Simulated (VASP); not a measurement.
Wanted: the native input for a VASP 6.6.1 run.

```
Task                   : relaxation of shape and atoms at fixed volume
Functional             : PBE
Potentials or basis    : VASP PAW PBE potentials, release 64 (Mg)
Cutoff                 : 300 eV
k mesh                 : 8 × 8 × 4
Occupations            : methfessel-paxton, width 0.1 eV
Spin                   : no spin polarisation
Further INCAR settings : ALGO = Fast; EDIFF = 1e-07; IBRION = 2; EDIFFG = -0.01; NSW = 40; ISIF = 4
```

The structure of Mg lies in POSCAR:

```
Mg                                      
1.0
    3.1589062908      0.0000000000      0.0000000000
   -1.5794531455      2.7356930961      0.0000000000
    0.0000000000      0.0000000000      5.1764937677
  Mg            
     2
Direct
     0.3333333332999970    0.6666666667000030    0.2500000000000000
     0.6666666667000030    0.3333333332999970    0.7500000000000000
```

The cell isn't the ideal one: a relaxed cell with its volume scaled by 0.98.

One way to write it, as run:

INCAR

```
PREC = Accurate
ENCUT = 300
EDIFF = 1E-7
ISMEAR = 1
SIGMA = 0.1
LREAL = F
LASPH = T
NELM = 80
ALGO = Fast
ISIF = 4
LWAVE = F
LCHARG = F
GGA = PE
IBRION = 2
NSW = 40
EDIFFG = -0.01
```

KPOINTS

```
Automatic mesh
0
Gamma
  8 8 4
```

Potentials or basis: VASP PAW PBE potentials, release 64 (Mg).

The run is started by

```console
$ cat potpaw_PBE.64/Mg/POTCAR > POTCAR
$ mpirun -np 1 vasp_std > vasp.out
```

Results of the run:

- Pressure after relaxing: 0.8 GPa
- Band gap on the k mesh: none (metal or under the smearing width)

Caveat: the relaxation stopped at its first step, so nothing moved.

It took 4.2 s on 1 thread of AMD EPYC 7R13 Processor (Zen 3), with other jobs on the host, peak memory 0.09 GiB.
